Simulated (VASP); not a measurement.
Output of a VASP run:

**OSZICAR**
```
       N       E                     dE             d eps       ncg     rms          rms(c)
DAV:   1     0.580089372340E+02    0.58009E+02   -0.83529E+03  1160   0.123E+03
DAV:   2    -0.387298791191E+02   -0.96739E+02   -0.88922E+02  1716   0.249E+02
DAV:   3    -0.425896030026E+02   -0.38597E+01   -0.38287E+01  1460   0.521E+01
DAV:   4    -0.426226861464E+02   -0.33083E-01   -0.33069E-01  1408   0.540E+00
DAV:   5    -0.426231285280E+02   -0.44238E-03   -0.44229E-03  1476   0.609E-01    0.111E+01
DAV:   6    -0.390724598072E+02    0.35507E+01   -0.89270E+00  1288   0.241E+01    0.491E+00
DAV:   7    -0.387010932485E+02    0.37137E+00   -0.47074E-01  1436   0.563E+00    0.296E+00
DAV:   8    -0.385836586217E+02    0.11743E+00   -0.32603E-01  1372   0.436E+00    0.369E-01
DAV:   9    -0.385805423541E+02    0.31163E-02   -0.11427E-02  1368   0.936E-01    0.175E-01
DAV:  10    -0.385805229928E+02    0.19361E-04   -0.49985E-04  1460   0.213E-01    0.293E-02
DAV:  11    -0.385805324643E+02   -0.94715E-05   -0.64367E-05  1448   0.682E-02    0.190E-02
DAV:  12    -0.385805297868E+02    0.26775E-05   -0.15379E-05  1396   0.322E-02    0.148E-03
DAV:  13    -0.385805298166E+02   -0.29806E-07   -0.52429E-07  1404   0.612E-03
   1 F= -.38580530E+02 E0= -.38580530E+02  d E =0.000000E+00
```

OUTCAR:
```
------------------------ aborting loop because EDIFF is reached ----------------------------------------
  FORCE on cell =-STRESS in cart. coord.  units (eV):
  Direction    XX          YY          ZZ          XY          YZ          ZX
  --------------------------------------------------------------------------------------
  Total       -0.0021373     -0.0021373     -0.0071821      0.0000000     -0.0000000     -0.0000000
  in kB       -0.0986446     -0.0986447     -0.3314869      0.0000000     -0.0000000     -0.0000000
  external PRESSURE =      -0.1762587 kB  Pullay stress =       0.0000000 kB
  volume of cell :       34.71
      direct lattice vectors                 reciprocal lattice vectors
     1.245345040 -2.157001265  0.000000000     0.401495155 -0.231803295  0.000000000
     1.245345040  2.157001265  0.000000000     0.401495155  0.231803295  0.000000000
     0.000000000  0.000000000  6.461356567     0.000000000  0.000000000  0.154766261
  FREE ENERGIE OF THE ION-ELECTRON SYSTEM (eV)
  ---------------------------------------------------
  free  energy   TOTEN  =       -38.5805298166 eV

  energy  without entropy=      -38.5805298166  energy(sigma->0) =      -38.58052982

 total charge

# of ion       s       p       d       tot
------------------------------------------
    1        0.747   1.459   0.000   2.206
    2        0.747   1.459   0.000   2.206
    3        1.216   2.781   0.000   3.997
    4        1.216   2.781   0.000   3.997
--------------------------------------------------
tot          3.927   8.479   0.000  12.406
```
(Selected blocks of OUTCAR.)

**POSCAR**
```
BN
1
    1.2453450399    -2.1570012647     0.0000000000
    1.2453450399     2.1570012647     0.0000000000
    0.0000000000     0.0000000000     6.4613565673
B N
2 2
Direct
  0.3333330000   0.6666670000   0.2500000000
  0.6666670000   0.3333330000   0.7500000000
  0.6666670000   0.3333330000   0.2500000000
  0.3333330000   0.6666670000   0.7500000000
```

Q: Reconstruct the remaining input files.

A: Several could match; the one computed here: the input of the run itself, LDA (Ceperley-Alder, Perdew-Zunger), plane waves, VASP's LDA PAW potentials (set 64).

INCAR:
```
SYSTEM = BN
PREC = Accurate; ENCUT = 520; LREAL = .FALSE.
LASPH = .TRUE.
EDIFF = 1E-7; NELM = 100; ALGO = Normal
ISMEAR = -5
ISIF = 2
LWAVE = .FALSE.; LCHARG = .TRUE.; LORBIT = 11
NEDOS = 601
```

KPOINTS:
```
Automatic
0
Gamma
11 11 4
```

POTCAR, in this order: B N (LDA.64 set). Program: vasp_std.

The compound is BN in the hex structure. It was relaxed first.
